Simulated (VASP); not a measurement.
Data:

```yaml
crystal:
  lattice:
    - [-2.20813, 2.20813, 2.20813]
    - [2.20813, -2.20813, 2.20813]
    - [2.20813, 2.20813, -2.20813]
  atoms:
    - { symbol: Eu, position: [0.00000, 0.00000, 0.00000] }
```

Method: PW91 GGA, VASP's PBE PAW potentials (set 64) (plane waves; VASP). Settings: 520 eV cut-off, Gaussian smearing of 0.050 eV, potentials Eu_2.

The 4f electrons are frozen in the core of the lanthanide potential, so 4f levels, which can set the real gap, and their magnetism are missing.

### Question
What does the run give for the band gap (along the path) with the smallest direct gap where there is one?

### Answer

```yaml
band gap (along the path): none (metal, semimetal or under 0.01 eV)
```

Only differences to runs with the same potentials and settings are physical.

The compound is Eu in the bcc structure. It was relaxed first, which changed the volume by -10 %.
